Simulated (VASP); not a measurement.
Level of theory: SCAN meta-GGA, VASP's PBE PAW potentials (set 64) (plane waves; VASP).

Input for VASP

### KPOINTS
```
Regular mesh
0
Gamma
  9 9 9
0 0 0
```

### INCAR
```
SYSTEM = CoSi2
PREC = Accurate
ENCUT = 520
EDIFF = 1E-6
NELM = 100
ALGO = Normal
LREAL = .FALSE.
LASPH = .TRUE.
ISMEAR = 1
SIGMA = 0.1
METAGGA = SCAN
LMIXTAU = .TRUE.
LMAXMIX = 4
LWAVE = .FALSE.
LCHARG = .FALSE.
IBRION = 2
ISIF = 3
NSW = 60
EDIFFG = -0.02
```

**POSCAR**
```
CoSi2
1.0
  0.0000000000   2.6565137481   2.6565137481
  2.6565137481   0.0000000000   2.6565137481
  2.6565137481   2.6565137481   0.0000000000
Co Si
1 2
Direct
  0.0000000000   0.0000000000   0.0000000000
  0.2500000000   0.2500000000   0.2500000000
  0.7500000000   0.7500000000   0.7500000000
```

POTCAR, in this order: Co Si (PBE.64 set). Program: vasp_std.

The resulting files:

### OSZICAR
```
       N       E                     dE             d eps       ncg     rms          rms(c)
DAV:   1     0.536807300132E+02    0.53681E+02   -0.72934E+03   840   0.141E+03
DAV:   2    -0.378801885324E+02   -0.91561E+02   -0.85852E+02   852   0.266E+02
DAV:   3    -0.423379973591E+02   -0.44578E+01   -0.42967E+01  1080   0.688E+01
DAV:   4    -0.424385591149E+02   -0.10056E+00   -0.10036E+00   996   0.989E+00
DAV:   5    -0.424417524926E+02   -0.31934E-02   -0.31916E-02  1128   0.182E+00    0.165E+01
DAV:   6    -0.443429836894E+02   -0.19012E+01   -0.50150E+01   992   0.158E+02    0.191E+01
DAV:   7    -0.384443281106E+02    0.58987E+01   -0.17932E+01  1096   0.111E+02    0.430E+00
DAV:   8    -0.385473958468E+02   -0.10307E+00   -0.19688E+00  1252   0.206E+01    0.319E+00
DAV:   9    -0.384941736592E+02    0.53222E-01   -0.49967E-01  1020   0.132E+01    0.562E-01
DAV:  10    -0.384814993936E+02    0.12674E-01   -0.13268E-01   848   0.568E+00    0.460E-01
DAV:  11    -0.384910754411E+02   -0.95760E-02   -0.72177E-02   852   0.417E+00    0.139E-01
DAV:  12    -0.384860144242E+02    0.50610E-02   -0.21397E-02   856   0.195E+00    0.709E-02
DAV:  13    -0.384857275489E+02    0.28688E-03   -0.15275E-03   964   0.496E-01    0.577E-02
DAV:  14    -0.384855906934E+02    0.13686E-03   -0.74599E-04   892   0.476E-01    0.146E-02
DAV:  15    -0.384855994463E+02   -0.87528E-05   -0.24713E-04   904   0.253E-01    0.713E-03
DAV:  16    -0.384855963137E+02    0.31326E-05   -0.64867E-05   896   0.132E-01    0.478E-03
DAV:  17    -0.384855905686E+02    0.57450E-05   -0.68265E-06   940   0.426E-02    0.168E-03
DAV:  18    -0.384855904262E+02    0.14241E-06   -0.52821E-07   524   0.119E-02
   1 F= -.38485590E+02 E0= -.38485493E+02  d E =-.384856E+02
       N       E                     dE             d eps       ncg     rms          rms(c)
DAV:   1    -0.385273759892E+02   -0.41785E-01   -0.50567E-01   940   0.150E+01    0.193E+00
DAV:   2    -0.386227833480E+02   -0.95407E-01   -0.11406E+00  1060   0.243E+01    0.290E+00
DAV:   3    -0.384861499890E+02    0.13663E+00   -0.52492E-01  1064   0.173E+01    0.303E-01
DAV:   4    -0.384863427012E+02   -0.19271E-03   -0.13772E-02   876   0.102E+00    0.169E-01
DAV:   5    -0.384858793328E+02    0.46337E-03   -0.13148E-03  1156   0.691E-01    0.504E-02
DAV:   6    -0.384859262530E+02   -0.46920E-04   -0.51541E-04   968   0.357E-01    0.256E-02
DAV:   7    -0.384858582596E+02    0.67993E-04   -0.39034E-04   848   0.285E-01    0.132E-02
DAV:   8    -0.384858507238E+02    0.75357E-05   -0.19963E-05   932   0.675E-02    0.761E-03
DAV:   9    -0.384858575882E+02   -0.68644E-05   -0.12826E-05   936   0.674E-02    0.435E-03
DAV:  10    -0.384858562964E+02    0.12918E-05   -0.13837E-05   856   0.637E-02    0.127E-03
DAV:  11    -0.384858555906E+02    0.70581E-06   -0.11740E-06   576   0.173E-02
   2 F= -.38485856E+02 E0= -.38485741E+02  d E =-.265164E-03
       N       E                     dE             d eps       ncg     rms          rms(c)
DAV:   1    -0.384953832554E+02   -0.95270E-02   -0.98319E-02   936   0.663E+00    0.838E-01
DAV:   2    -0.385132698875E+02   -0.17887E-01   -0.22354E-01  1116   0.108E+01    0.131E+00
DAV:   3    -0.384871346947E+02    0.26135E-01   -0.10354E-01  1080   0.736E+00    0.147E-01
DAV:   4    -0.384870282608E+02    0.10643E-03   -0.21208E-03   868   0.429E-01    0.623E-02
DAV:   5    -0.384869393256E+02    0.88935E-04   -0.23193E-04  1132   0.288E-01    0.165E-02
DAV:   6    -0.384869522635E+02   -0.12938E-04   -0.65198E-05   840   0.110E-01    0.783E-03
DAV:   7    -0.384869543834E+02   -0.21199E-05   -0.44491E-05   848   0.895E-02    0.387E-03
DAV:   8    -0.384869503686E+02    0.40148E-05   -0.42466E-06   952   0.347E-02    0.292E-03
DAV:   9    -0.384869490024E+02    0.13662E-05   -0.15255E-06   560   0.251E-02    0.128E-03
DAV:  10    -0.384869472527E+02    0.17496E-05   -0.43738E-07   420   0.113E-02    0.699E-04
DAV:  11    -0.384869477520E+02   -0.49925E-06   -0.48688E-08   420   0.394E-03
   3 F= -.38486948E+02 E0= -.38486840E+02  d E =-.135733E-02
       N       E                     dE             d eps       ncg     rms          rms(c)
DAV:   1    -0.384874279988E+02   -0.48075E-03   -0.51829E-03   936   0.152E+00    0.193E-01
DAV:   2    -0.384882657399E+02   -0.83774E-03   -0.11865E-02  1092   0.248E+00    0.302E-01
DAV:   3    -0.384869476586E+02    0.13181E-02   -0.55108E-03  1080   0.171E+00    0.328E-02
DAV:   4    -0.384869332156E+02    0.14443E-04   -0.11675E-04   868   0.987E-02    0.147E-02
DAV:   5    -0.384869267131E+02    0.65025E-05   -0.12575E-05  1108   0.662E-02    0.432E-03
DAV:   6    -0.384869296367E+02   -0.29236E-05   -0.39929E-06   840   0.285E-02    0.186E-03
DAV:   7    -0.384869300421E+02   -0.40540E-06   -0.29920E-06   840   0.238E-02
   4 F= -.38486930E+02 E0= -.38486824E+02  d E =-.133962E-02
```

### OUTCAR
```
------------------------ aborting loop because EDIFF is reached ----------------------------------------
  FORCE on cell =-STRESS in cart. coord.  units (eV):
  Direction    XX          YY          ZZ          XY          YZ          ZX
  --------------------------------------------------------------------------------------
  Total       -0.0025318     -0.0025318     -0.0025318      0.0000000      0.0000000     -0.0000000
  in kB       -0.1089184     -0.1089184     -0.1089184      0.0000000      0.0000000     -0.0000000
  external PRESSURE =      -0.1089184 kB  Pullay stress =       0.0000000 kB
  volume of cell :       37.24
      direct lattice vectors                 reciprocal lattice vectors
     0.000000000  2.650557069  2.650557069    -0.188639590  0.188639590  0.188639590
     2.650557069  0.000000000  2.650557069     0.188639590 -0.188639590  0.188639590
     2.650557069  2.650557069 -0.000000000     0.188639590  0.188639590 -0.188639590
 POSITION                                       TOTAL-FORCE (eV/Angst)
 -----------------------------------------------------------------------------------
      0.00000      0.00000      0.00000         0.000000     -0.000000      0.000000
      1.32528      1.32528      1.32528        -0.000000      0.000000     -0.000000
      3.97584      3.97584      3.97584         0.000000     -0.000000      0.000000
 -----------------------------------------------------------------------------------
    total drift:                               -0.000000     -0.000000      0.000000
  FREE ENERGIE OF THE ION-ELECTRON SYSTEM (eV)
  ---------------------------------------------------
  free  energy   TOTEN  =       -38.4869300421 eV

  energy  without entropy=      -38.4866118477  energy(sigma->0) =      -38.48682398

 reached required accuracy - stopping structural energy minimisation
```
(Selected blocks of OUTCAR.)

### CONTCAR
```
CoSi2
   1.00000000000000
     0.0000000000000000    2.6505570694034737    2.6505570694034737
     2.6505570694034737    0.0000000000000000    2.6505570694034737
     2.6505570694034737    2.6505570694034737   -0.0000000000000000
  Co              Si
     1     2
Direct
     0.0000000000000000    0.0000000000000000    0.0000000000000000
     0.2500000000000000    0.2500000000000000    0.2500000000000000
     0.7500000000000000    0.7500000000000000    0.7500000000000000
```

The compound is CoSi2 in the fluorite structure. This run relaxes it. Symmetry was kept, so distortions that lower it aren't found. The start is the result of an earlier pass. The run is not spin-polarised, so no magnetic state was tried. The electron count is odd and the run is not spin-polarised, which forces a metal.
